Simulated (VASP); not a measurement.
These are PBE GGA + U (Dudarev), VASP's PBE PAW potentials (set 64) (plane waves; VASP 6.6.1) values and carry that method's errors.

A VASP calculation is set up with these files.

POSCAR:
```
Cr2O3
5.4664940
  0.8862587009  -0.4631902979  -0.0003375232
  0.8862587009   0.4631902979  -0.0003375232
  0.6444703781   0.0000000000   0.7646292868
Cr O
4 6
Direct
  0.8479970428   0.8479970428   0.8479970428
  0.3479970428   0.3479970428   0.3479970428
  0.1520029572   0.1520029572   0.1520029572
  0.6520029572   0.6520029572   0.6520029572
  0.4461588894   0.0538411106   0.7500000000
  0.0538411106   0.7500000000   0.4461588894
  0.5538411106   0.9461588894   0.2500000000
  0.2500000000   0.5538411106   0.9461588894
  0.9461588894   0.2500000000   0.5538411106
  0.7500000000   0.4461588894   0.0538411106
```

File KPOINTS:
```
Automatic mesh
0
Gamma
6 6 6
0 0 0
```

INCAR:
```
ALGO = Normal
EDIFF = 1E-7
ENCUT = 520
GGA = PE
ISIF = 2
ISMEAR = -5
ISPIN = 2
LASPH = .True.
LCHARG = .True.
LDAU = .True.
LDAUJ = 0 0
LDAUL = 2 -1
LDAUPRINT = 1
LDAUTYPE = 2
LDAUU = 3.7 0
LEFG = .True.
LMAXMIX = 4
LORBIT = 11
LREAL = .False.
LWAVE = .False.
MAGMOM = 2*-2.9 2*2.9 6*0.0
NEDOS = 601
NELM = 100
PREC = Accurate
SYSTEM = Cr2O3
```

POTCAR, in this order: Cr_pv O (PBE.64 set). Program: vasp_std.

**Question.** Predict the energy per atom (σ→0), cell moment.

**Answer.** 
```json
{
 "energy per atom (σ→0)": "-7.925 eV/atom",
 "cell_moment": "0.00 μB"
}
```

**OSZICAR**
```
...
DAV:  14    -0.792461434440E+02    0.13612E-04   -0.36671E-04  7736   0.169E-01    0.360E-02
DAV:  15    -0.792461449271E+02   -0.14831E-05   -0.69861E-05  8346   0.400E-02    0.144E-02
DAV:  16    -0.792461479482E+02   -0.30212E-05   -0.97380E-06  7576   0.289E-02    0.929E-03
DAV:  17    -0.792461483666E+02   -0.41834E-06   -0.47479E-06  9140   0.171E-02    0.283E-03
DAV:  18    -0.792461486382E+02   -0.27163E-06   -0.53226E-07  6696   0.569E-03    0.248E-03
DAV:  19    -0.792461487398E+02   -0.10163E-06   -0.13358E-07  4846   0.255E-03    0.901E-04
DAV:  20    -0.792461487484E+02   -0.86202E-08   -0.11018E-07  4424   0.268E-03
   1 F= -.79246149E+02 E0= -.79246149E+02  d E =0.000000E+00  mag=     0.0000
```

The compound is Cr2O3 in the corundum structure. It was relaxed first, which changed the volume by +6 %.
